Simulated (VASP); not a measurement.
TiO2 (rutile): the mBJ gap over mesh and path against the volume, with shape and ions relaxed at each volume; LDA's own equilibrium is at 10.104 Å³/atom. VASP (PAW), 520 eV cut-off, 6×6×8 Γ-centred mesh, Gaussian smearing of 0.050 eV, potentials Ti_sv O. mBJ is a potential without an energy functional, so only the levels count. Fit the value as a straight line in ln V.

| V (Å³/atom) | mBJ gap over mesh and path (eV) |
|---|---|
| 9.194 | 2.987 |
| 9.497 | 2.914 |
| 9.801 | 2.844 |
| 10.104 | 2.787 |
| 10.407 | 2.741 |
| 10.71 | 2.712 |

### Question
Fit the rows as the text says and predict the value at 8.891.

### Answer
The slope against ln V is -1.83 eV, the volume deformation potential of this gap. The line misses the rows by up to 0.018 and gives 3.035 at 8.891. The run gave 3.059, +0.024 from the line.

Left out are failed runs and those whose mesh is unfit for this quantity.

The compound is TiO2 in the rutile structure.
